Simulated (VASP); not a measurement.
All values below come from PBEsol GGA, VASP's PBE PAW potentials (set 64) (plane waves; VASP 6.6.1).

A VASP calculation is set up with these files.

INCAR:
```
# general
SYSTEM  =CdF2
PREC    =Accurate
ENCUT   =520
LREAL   =.FALSE.
LASPH   =.TRUE.   # aspherical one-centre terms

# electronic loop
EDIFF   =1E-8   # SCF stop (eV)
NELM    =100   # most electronic steps
ALGO    =Normal
LMAXMIX =4

# smearing
ISMEAR  =0
SIGMA   =0.01

# functional
GGA     =PS   # PBEsol

# ions
IBRION  =8
NSW     =1   # most ionic steps

# output
LWAVE   =.FALSE.
LCHARG  =.FALSE.

# other
LEPSILON=.TRUE.
```

File POSCAR:
```
CdF2
1
    0.0000000000     2.6979385336     2.6979385336
    2.6979385336    -0.0000000000     2.6979385336
    2.6979385336     2.6979385336    -0.0000000000
Cd F
1 2
Direct
  0.0000000000   0.0000000000   0.0000000000
  0.2500000000   0.2500000000   0.2500000000
  0.7500000000   0.7500000000   0.7500000000
```

File KPOINTS:
```
Automatic mesh
0
Gamma
9 9 9
0 0 0
```

POTCAR, in this order: Cd F (PBE.64 set). Program: vasp_std.

Output of the run:

OUTCAR:
```


 HEAD OF MICROSCOPIC STATIC DIELECTRIC TENSOR (INDEPENDENT PARTICLE, excluding Hartree and local field effects)
 ------------------------------------------------------
           2.935965     0.000000     0.000000
           0.000000     2.935965     0.000000
           0.000000     0.000000     2.935965
 ------------------------------------------------------

 MACROSCOPIC STATIC DIELECTRIC TENSOR (including local field effects in DFT)
 ------------------------------------------------------
           2.866788     0.000000     0.000000
           0.000000     2.866788    -0.000000
           0.000000    -0.000000     2.866788
 ------------------------------------------------------

 PIEZOELECTRIC TENSOR (including local field effects)  for field in x, y, z        (e  Angst)
          XX          YY          ZZ          XY          YZ          ZX
  --------------------------------------------------------------------------------
  x     0.00000     0.00000     0.00000     0.00000     0.00000     0.00000
  y     0.00000     0.00000     0.00000     0.00000     0.00000     0.00000
  z     0.00000     0.00000     0.00000     0.00000     0.00000     0.00000

 PIEZOELECTRIC TENSOR (including local field effects)  for field in x, y, z        (C/m^2)
          XX          YY          ZZ          XY          YZ          ZX
  --------------------------------------------------------------------------------
  x     0.00000     0.00000     0.00000     0.00000     0.00000     0.00000
  y     0.00000     0.00000     0.00000     0.00000     0.00000     0.00000
  z     0.00000     0.00000     0.00000     0.00000     0.00000     0.00000

 BORN EFFECTIVE CHARGES (including local field effects) (in |e|, cummulative output)
 ---------------------------------------------------------------------------------
 ion    1
    1     2.44058     0.00000     0.00000
    2     0.00000     2.44058     0.00000
    3     0.00000     0.00000     2.44058
 ion    2
    1    -1.22029     0.00000     0.00000
    2     0.00000    -1.22029     0.00000
    3     0.00000     0.00000    -1.22029
 ion    3
    1    -1.22029     0.00000     0.00000
    2     0.00000    -1.22029     0.00000
    3     0.00000     0.00000    -1.22029
```
(Selected blocks of OUTCAR.)

**OUTCAR**
```
 val. band max:       -1.5053218304   @ k =  -0.3333   0.4444   0.2222

 cond. band min:       1.4118986010   @ k =   0.0000   0.0000   0.0000


 Fermi energy:        -1.4030279918

 k-point     1 :       0.0000    0.0000    0.0000
  band No.  band energies     occupation
      1     -22.1685      2.00000
      2     -21.0454      2.00000
      3      -7.0903      2.00000
      4      -7.0903      2.00000
      5      -7.0903      2.00000
      6      -5.8579      2.00000
      7      -5.8579      2.00000
      8      -2.4582      2.00000
      9      -2.4582      2.00000
     10      -2.4582      2.00000
     11      -1.9723      2.00000
     12      -1.9723      2.00000
     13      -1.9723      2.00000
     14       1.4119      0.00000
     15      11.0036      0.00000
     16      11.0036      0.00000
     17      11.0036      0.00000

 k-point     2 :       0.1111    0.0000    0.0000
  band No.  band energies     occupation
      1     -22.1283      2.00000
      2     -21.0805      2.00000
      3      -7.0426      2.00000
      4      -7.0426      2.00000
      5      -6.9575      2.00000
      6      -5.8730      2.00000
      7      -5.8730      2.00000
      8      -2.8638      2.00000
      9      -2.5424      2.00000
     10      -2.5424      2.00000
     11      -2.0501      2.00000
     12      -1.9638      2.00000
     13      -1.9638      2.00000
     14       1.8898      0.00000
     15      10.4145      0.00000
     16      11.1864      0.00000
     17      11.1864      0.00000

 k-point     3 :       0.2222    0.0000    0.0000
  band No.  band energies     occupation
      1     -22.0174      2.00000
      2     -21.1796      2.00000
      3      -6.9253      2.00000
      4      -6.9253      2.00000
      5      -6.5917      2.00000
      6      -5.8926      2.00000
      7      -5.8926      2.00000
      8      -3.5377      2.00000
      9      -2.7766      2.00000
     10      -2.7766      2.00000
     11      -2.4666      2.00000
...
```

The compound is CdF2 in the fluorite structure. It was relaxed first.
